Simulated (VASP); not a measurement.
Input of a VASP 6.6.1 run:

INCAR

```
SYSTEM = Zn15CuO16
PREC = Accurate ; ENCUT = 520
EDIFF = 1E-7 ; ISMEAR = -1
SIGMA = 0.01 ; LREAL = Auto
LASPH = .True. ; NELM = 80
ALGO = Fast ; ISIF = 2
LWAVE = .False. ; LCHARG = .False.
GGA = PE ; NELECT = 288.0
NBANDS = 166
```

File KPOINTS:

```
Automatic mesh
0
Gamma
  3 3 2
  0 0 0
```

The input POSCAR:

```
Zn15CuO16
1.0
    6.4986160000      0.0000000000      0.0000000000
   -3.2493080000      5.6279665454      0.0000000000
    0.0000000000      0.0000000000     10.4114180000
Cu Zn O
1 15 16
Direct
    0.1666666667      0.3333333333      0.2509506239
    0.1666666667      0.3333333333      0.7465324261
    0.1686703207      0.8343351604      0.2486935059
    0.1664255521      0.8332127760      0.7498328218
    0.6656648396      0.3313296793      0.2486935059
    0.6667872240      0.3335744479      0.7498328218
    0.6656648396      0.8343351604      0.2486935059
    0.6667872240      0.8332127760      0.7498328218
    0.3323847860      0.1676152140      0.0019724479
    0.3328388837      0.1671611163      0.4979225424
    0.3323847860      0.6647695720      0.0019724479
    0.3328388837      0.6656777674      0.4979225424
    0.8352304280      0.1676152140      0.0019724479
    0.8343222326      0.1671611163      0.4979225424
    0.8333333333      0.6666666667      0.0014301836
    0.8333333333      0.6666666667      0.4977778477
    0.3375684500      0.1624315500      0.1884403063
    0.3343437986      0.1656562014      0.6899193843
    0.3375684500      0.6751369000      0.1884403063
    0.3343437986      0.6686875972      0.6899193843
    0.8248631000      0.1624315500      0.1884403063
    0.8313124028      0.1656562014      0.6899193843
    0.8333333333      0.6666666667      0.1911782946
    0.8333333333      0.6666666667      0.6887511533
    0.1666666667      0.3333333333      0.4497416035
    0.1666666667      0.3333333333      0.9363496897
    0.1668120611      0.8334060305      0.4404908914
    0.1655813568      0.8327906784      0.9391841592
    0.6665939695      0.3331879389      0.4404908914
    0.6672093216      0.3344186432      0.9391841592
    0.6665939695      0.8334060305      0.4404908914
    0.6672093216      0.8327906784      0.9391841592
```

Potentials or basis: VASP PAW PBE potentials, release 64 (Cu, Zn, O).

Launch:

```sh
$ cat potpaw_PBE.64/Cu/POTCAR potpaw_PBE.64/Zn/POTCAR potpaw_PBE.64/O/POTCAR > POTCAR
$ mpirun -np 1 vasp_std > vasp.out
```

(1) What does it give for the band gap on the k mesh?

(2) What does it give for the largest force?

Answers

(1) none (metal or under the smearing width).

(2) 0.065 eV/Å.

Caveat: the k mesh is coarse (spacing up to 0.37 Å⁻¹), so the values aren't converged; the cell carries a net charge on a neutralising background, which shifts energy and pressure; the cell is charged against a uniform background, so pressure and absolute levels hang on convention; the run has no spin polarisation, though such a crystal can be magnetic; semilocal functionals often make such compounds metallic where correlation or magnetic order opens a gap, which also shifts bond lengths.
